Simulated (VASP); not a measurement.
A cell of V (bcc) near equilibrium:

```
V
1.0
   -1.48909     1.48909     1.48909
    1.48909    -1.48909     1.48909
    1.48909     1.48909    -1.48909
V
1
Direct
  0.00000   0.00000   0.00000
```

These are r2SCAN meta-GGA, VASP's PBE PAW potentials (set 64) (plane waves; VASP) values and carry that method's errors.

```
run               ΔE (meV/atom)   σxx   σyy   σzz  largest shear component, with its sign (GPa)  largest force (eV/Å)
----------------  -------------  ----  ----  ----  --------------------------------------------  --------------------
as it is                    0.0  1.63  1.63  1.63                                          0.00                 0.000
after one change            7.4  5.03  5.03  7.24                                          0.00                 0.000
```
Stress is in GPa, positive when the cell is compressed.

Task: What was changed between the two runs?
A. uniaxial strain of -1.5 % along z
B. uniaxial strain of -2.0 % along z
C. isotropic strain of -2.0 %
D. isotropic strain of +1.5 %

Result: B, uniaxial strain of -2.0 % along z

The compound is V in the bcc structure. The run is not spin-polarised, so no magnetic state was tried.
